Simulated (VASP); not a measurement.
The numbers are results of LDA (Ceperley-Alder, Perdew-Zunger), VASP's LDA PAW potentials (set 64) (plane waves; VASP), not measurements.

Input for VASP

POSCAR:
```
Na
1.0
 -2.0162331459   2.0162331459   2.0162331459
  2.0162331459  -2.0162331459   2.0162331459
  2.0162331459   2.0162331459  -2.0162331459
Na
1
direct
  0.0000000000   0.0000000000   0.0000000000
```

**INCAR**
```
ALGO=Normal
EDIFF=1E-6
EDIFFG=-0.02
ENCUT=500
IBRION=2
ISIF=3
ISMEAR=1
LASPH=T
LCHARG=F
LREAL=F
LWAVE=F
NELM=100
NSW=40
PREC=Accurate
PSTRESS=50
SIGMA=0.1
SYSTEM=Na
```

KPOINTS:
```
Automatic
0
gamma
13 13 13
```

POTCAR, in this order: Na_pv (LDA.64 set). Program: vasp_std.

Q: What will the output report for the number of irreducible k-points (NKPTS), largest plane-wave count, number of space-group operations, FFT grid (NGX, NGY, NGZ)?

A: 
number of irreducible k-points (NKPTS): 84
largest plane-wave count: 887
number of space-group operations: 48
FFT grid (NGX, NGY, NGZ): 28 × 28 × 28

The compound is Na in the bcc structure. This run relaxes it under an external pressure of 5 GPa. Symmetry was kept, so distortions that lower it aren't found.
